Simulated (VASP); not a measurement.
Energy against volume of CdSe (zinc blende). Method: PBE GGA with D3 dispersion (Becke-Johnson damping), VASP's PBE PAW potentials (set 64) (plane waves; VASP 6.6.1).

```csv
V (Å³/atom),E (eV/atom)
26.976,-3.03568
27.837,-3.04964
28.698,-3.05399
29.559,-3.05021
30.420,-3.03964
```

Problem. Fit a third-order Birch-Murnaghan equation of state.

Solution. 
```
Quantity                                        Result
---------------------------------------  -------------
volume per atom                          28.70 Å³/atom
bulk modulus                                  501 kbar
pressure derivative of the bulk modulus           4.73
lattice constant a                             6.124 Å
```

Measured: a 6.077 Å (computed value off by +0.8 %), as given by arXiv:1206.3780. The calculation is for a static lattice, while the measured a holds thermal and zero-point effects, which are part of the difference.

The compound is CdSe in the zinc blende structure, whereas wurtzite is the usual form. It was relaxed first.
